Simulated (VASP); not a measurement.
Level of theory: PBE GGA, VASP's PBE PAW potentials (set 64) (plane waves; VASP).

A VASP calculation is set up with these files.

POSCAR:
```
Nb3Sn
5.3016640
  1.0000000000   0.0000000000   0.0000000000
  0.0000000000   1.0000000000   0.0000000000
  0.0000000000   0.0000000000   1.0000000000
Nb Sn
6 2
direct
  0.2500000000   0.0000000000   0.5000000000
  0.7500000000   0.0000000000   0.5000000000
  0.5000000000   0.7500000000   0.0000000000
  0.5000000000   0.2500000000   0.0000000000
  0.0000000000   0.5000000000   0.7500000000
  0.0000000000   0.5000000000   0.2500000000
  0.0000000000   0.0000000000   0.0000000000
  0.5000000000   0.5000000000   0.5000000000
```

### KPOINTS
```
Automatic mesh
0
Gamma
4 4 4
0 0 0
```

### INCAR
```
SYSTEM = Nb3Sn
PREC = Accurate
ENCUT = 300
EDIFF = 1E-6
NELM = 100
ALGO = Normal
LREAL = .FALSE.
LASPH = .TRUE.
ISMEAR = 1
SIGMA = 0.1
GGA = PE
LMAXMIX = 4
LWAVE = .FALSE.
LCHARG = .FALSE.
ISIF = 2
NEDOS = 601
LORBIT = 11
```

POTCAR, in this order: Nb_sv Sn_d (PBE.64 set). Program: vasp_std.

Output of the run:

**OSZICAR**
```
       N       E                     dE             d eps       ncg     rms          rms(c)
DAV:   1     0.132791594944E+04    0.13279E+04   -0.39213E+04  1314   0.160E+03
DAV:   2     0.130707048653E+03   -0.11972E+04   -0.11732E+04  1275   0.613E+02
DAV:   3    -0.516827101255E+02   -0.18239E+03   -0.17585E+03  1714   0.204E+02
DAV:   4    -0.719271835774E+02   -0.20244E+02   -0.19668E+02  1936   0.611E+01
DAV:   5    -0.733634524786E+02   -0.14363E+01   -0.14137E+01  2224   0.145E+01    0.183E+01
DAV:   6    -0.706126159995E+02    0.27508E+01   -0.80219E+00  1704   0.134E+01    0.611E+00
DAV:   7    -0.703337318037E+02    0.27888E+00   -0.17496E+00  1912   0.623E+00    0.247E+00
DAV:   8    -0.703232673742E+02    0.10464E-01   -0.17862E-01  1880   0.208E+00    0.686E-01
DAV:   9    -0.703229861825E+02    0.28119E-03   -0.25611E-02  1824   0.808E-01    0.300E-01
DAV:  10    -0.703231327722E+02   -0.14659E-03   -0.38085E-03  2024   0.306E-01    0.395E-02
DAV:  11    -0.703231071711E+02    0.25601E-04   -0.28461E-04  1872   0.790E-02    0.234E-02
DAV:  12    -0.703230955110E+02    0.11660E-04   -0.20600E-05  2016   0.227E-02    0.530E-03
DAV:  13    -0.703230940986E+02    0.14124E-05   -0.17506E-06  1096   0.668E-03    0.281E-03
DAV:  14    -0.703230933440E+02    0.75463E-06   -0.43593E-07   992   0.444E-03
   1 F= -.70323093E+02 E0= -.70317861E+02  d E =-.156965E-01
```

File OUTCAR:
```
------------------------ aborting loop because EDIFF is reached ----------------------------------------
  FORCE on cell =-STRESS in cart. coord.  units (eV):
  Direction    XX          YY          ZZ          XY          YZ          ZX
  --------------------------------------------------------------------------------------
  Total        0.2374966      0.2374966      0.2374966     -0.0000000     -0.0000000      0.0000000
  in kB        2.5534736      2.5534736      2.5534736     -0.0000000     -0.0000000      0.0000000
  external PRESSURE =       2.5534736 kB  Pullay stress =       0.0000000 kB
  volume of cell :      149.02
      direct lattice vectors                 reciprocal lattice vectors
     5.301664000  0.000000000  0.000000000     0.188620026  0.000000000  0.000000000
     0.000000000  5.301664000  0.000000000     0.000000000  0.188620026  0.000000000
     0.000000000  0.000000000  5.301664000     0.000000000  0.000000000  0.188620026
 POSITION                                       TOTAL-FORCE (eV/Angst)
 -----------------------------------------------------------------------------------
      1.32542      0.00000      2.65083         0.000000     -0.000000      0.000000
      3.97625      0.00000      2.65083        -0.000000      0.000000     -0.000000
      2.65083      3.97625      0.00000         0.000000     -0.000000     -0.000000
      2.65083      1.32542      0.00000        -0.000000     -0.000000      0.000000
      0.00000      2.65083      3.97625        -0.000000      0.000000      0.000000
      0.00000      2.65083      1.32542         0.000000      0.000000     -0.000000
      0.00000      0.00000      0.00000        -0.000000     -0.000000      0.000000
      2.65083      2.65083      2.65083        -0.000000     -0.000000      0.000000
 -----------------------------------------------------------------------------------
    total drift:                                0.000000      0.000000      0.000000
  FREE ENERGIE OF THE ION-ELECTRON SYSTEM (eV)
  ---------------------------------------------------
  free  energy   TOTEN  =       -70.3230933440 eV

  energy  without entropy=      -70.3073968484  energy(sigma->0) =      -70.31786118

 total charge

# of ion       s       p       d       tot
------------------------------------------
    1        2.178   5.992   2.528  10.699
    2        2.178   5.992   2.528  10.699
    3        2.178   5.992   2.528  10.699
    4        2.178   5.992   2.528  10.699
    5        2.178   5.992   2.528  10.699
    6        2.178   5.992   2.528  10.699
    7        1.087   1.438  10.048  12.574
    8        1.087   1.438  10.048  12.574
--------------------------------------------------
tot         15.245  38.832  35.267  89.343
```
(Selected blocks of OUTCAR.)

File OUTCAR:
```
 val. band max:       11.3303454594   @ k =   0.5000   0.5000   0.5000

 cond. band min:      11.3822729570   @ k =   0.5000   0.5000   0.0000


 Fermi energy:        11.3359961017

 k-point     1 :       0.0000    0.0000    0.0000
  band No.  band energies     occupation
      1     -43.2709      2.00000
      2     -43.2009      2.00000
      3     -43.2009      2.00000
      4     -42.9849      2.00000
      5     -42.9849      2.00000
      6     -42.9849      2.00000
      7     -20.1997      2.00000
      8     -20.1997      2.00000
      9     -20.0564      2.00000
     10     -19.4756      2.00000
     11     -19.4756      2.00000
     12     -19.4756      2.00000
     13     -19.1292      2.00000
     14     -19.1292      2.00000
     15     -19.1292      2.00000
     16     -19.1113      2.00000
     17     -19.1113      2.00000
     18     -19.1113      2.00000
     19     -19.0195      2.00000
     20     -19.0195      2.00000
     21     -19.0195      2.00000
     22     -18.4568      2.00000
     23     -18.4568      2.00000
     24     -18.4568      2.00000
     25      -9.4821      2.00000
     26      -9.4821      2.00000
     27      -9.4681      2.00000
     28      -9.4681      2.00000
     29      -9.4437      2.00000
     30      -9.4437      2.00000
     31      -9.4437      2.00000
     32      -9.4393      2.00000
     33      -9.4393      2.00000
     34      -9.4393      2.00000
     35       2.0836      2.00000
     36       3.5841      2.00000
     37       7.7282      2.00000
     38       7.7282      2.00000
     39       7.7282      2.00000
     40       8.0948      2.00000
     41       8.0948      2.00000
     42       8.0948      2.00000
     43       8.5007      2.00000
     44       8.5007      2.00000
     45       8.9832      2.00000
     46       9.4723      2.00000
     47       9.4723      2.00000
     48       9.4723      2.00000
     49       9.9555      2.00000
     50      10.7680      2.00000
     51      10.7680      2.00000
...
```

At this cut-off the stress carries a Pulay error, which pulls relaxed volumes low. Unless said otherwise, spin-orbit coupling is left out, though it shifts the bands of the heavy elements here.

The structure comes from a computed database's Nb3Sn entry; how it stands against other phases isn't given here. The cell was not relaxed at this level. The run is one of a series of settings (NEDOS = 601 against the base run), some of them coarse on purpose.
